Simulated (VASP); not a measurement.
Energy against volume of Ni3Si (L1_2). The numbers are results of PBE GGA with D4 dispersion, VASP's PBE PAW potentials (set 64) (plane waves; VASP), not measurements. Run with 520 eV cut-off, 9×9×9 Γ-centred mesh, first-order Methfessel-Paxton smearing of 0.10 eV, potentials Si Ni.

```json
[
 {"V (Å³/atom)": "9.826", "E (eV/atom)": "-6.38989"},
 {"V (Å³/atom)": "10.140", "E (eV/atom)": "-6.41278"},
 {"V (Å³/atom)": "10.453", "E (eV/atom)": "-6.41948"},
 {"V (Å³/atom)": "10.767", "E (eV/atom)": "-6.41256"}
]
```

Task: Fit these four points and predict the energy of the run at 11.080 Å³/atom.

Result: A cubic in V^(−2/3), the third-order Birch-Murnaghan form, passes through the four points with V0 = 10.44 Å³/atom and B0 = 233 GPa, and gives -6.3942 eV/atom there. The run gave -6.3942 eV/atom, -0.0 meV/atom from the fit; all five points give B0 = 233 GPa.

The compound is Ni3Si in the L1_2 structure. It was relaxed first. The run is not spin-polarised, so no magnetic state was tried.
